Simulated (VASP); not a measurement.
Input of a VASP 6.6.1 run:

File INCAR:

```
  PREC = Normal
  ENCUT = 520
  EDIFF = 1E-4
  ISMEAR = 0
  SIGMA = 0.15
  LREAL = F
  LASPH = T
  NELM = 60
  ALGO = Fast
  ISIF = 3
  LWAVE = F
  LCHARG = F
  GGA = PE
  IBRION = 2
  NSW = 24
  EDIFFG = -0.08
```

File KPOINTS:

```
regular mesh
0
Gamma
  4 4 3
```

File POSCAR:

```
Cd2TeO
1.0
    4.5289010500      0.0000000000      0.0000000000
    0.0000000000      4.5289010500      0.0000000000
    0.0000000000      0.0000000000      4.7205905300
Cd Te O
2 1 1
Direct
    0.5000000000      0.0000000000      0.5000000000
    0.0000000000      0.5000000000      0.5000000000
    0.5000000000      0.5000000000      0.0000000000
    0.0000000000      0.0000000000      0.5000000000
```

Potentials or basis: VASP PAW PBE potentials, release 64 (Cd, Te, O).

Command:

```sh
$ cat potpaw_PBE.64/Cd/POTCAR potpaw_PBE.64/Te/POTCAR potpaw_PBE.64/O/POTCAR > POTCAR
$ mpirun -np 1 vasp_std > vasp.out
```

(1) Predict the space group after relaxing (to 0.05 Å).

(2) What does it give for the relaxed volume?

(3) Estimate the band gap on the k mesh.

Results:

(1) P4/mmm (No. 123).

(2) 22.60 Å³/atom.

(3) none (metal or under the smearing width).

Caveat: the k mesh is coarse (spacing up to 0.44 Å⁻¹), so the values aren't converged.
